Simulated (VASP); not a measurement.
```
AuRb
1.0
    4.10252     0.00000     0.00000
    0.00000     4.10252     0.00000
    0.00000     0.00000     4.10252
Rb Au
1 1
Direct
  0.50000   0.50000   0.50000
  0.00000   0.00000   0.00000
```

Method: r2SCAN meta-GGA with spin-orbit coupling, VASP's PBE PAW potentials (set 64) (plane waves; VASP). Numerical set-up: 400 eV cut-off, 6×6×6 Γ-centred mesh, Gaussian smearing of 0.050 eV, potentials Rb_sv Au.

What does the run give for the energy per atom (σ→0), band gap (over mesh and band path) with the smallest direct gap where there is one?

```yaml
band gap (over mesh and band path): 0.53 eV
smallest direct gap (over mesh and band path): 1.48 eV
energy per atom (σ→0): -32.666 eV/atom
```

Only differences to runs with the same potentials and settings are physical.

The structure comes from a computed database's RbAu entry (Pm-3m); how it stands against other phases isn't given here. It was relaxed first.
